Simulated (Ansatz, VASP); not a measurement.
One calculation of BeZn2Te3, two programs

```
CELL_PARAMETERS angstrom
6.71600 0.00000 0.00000
-3.35800 5.81622 0.00000
0.00000 0.00000 4.32999
ATOMIC_POSITIONS crystal
Be 0.00000 0.00000 0.00000
Zn 0.33333 0.66667 0.00000
Zn 0.66667 0.33333 0.00000
Te 0.50000 0.50000 0.50000
Te 0.00000 0.50000 0.50000
Te 0.50000 0.00000 0.50000
```

Change from the starting cell: species swapped into the CeGa3Pd2 type (P6/mmm, No. 191).

Alike in both runs: functional PBE; k mesh 6 × 6 × 4; occupations gaussian, width 0.1 eV; no spin polarisation.

Ansatz relaxed the structure, and its values are those at the end. VASP's run is a single point on that final structure, the one shown.

```csv
,VASP,Ansatz
version,VASP 6.6.1,Ansatz 0.2.0
potentials or method,"VASP PAW PBE potentials, release 64 (Be, Zn, Te)","scalar-relativistic, plane waves, PAW"
plane-wave cutoff (eV),520,420
valence electrons in the cell,44,74
```

|  | VASP | Ansatz | Ansatz less VASP |
| --- | --- | --- | --- |
| gap on the k mesh at the Fermi level (eV) | none | none | - |
| pressure (GPa) | 0.1 | 0.1 | -0.02 |

A gap of «none» marks a metal or a gap that the smearing closes. The two sets of potentials don't hold the same shells in valence.

Caveats: the k mesh is coarse (spacing up to 0.36 Å⁻¹), so the values aren't converged. The runs have no spin-orbit coupling, so splittings on Te are missing.
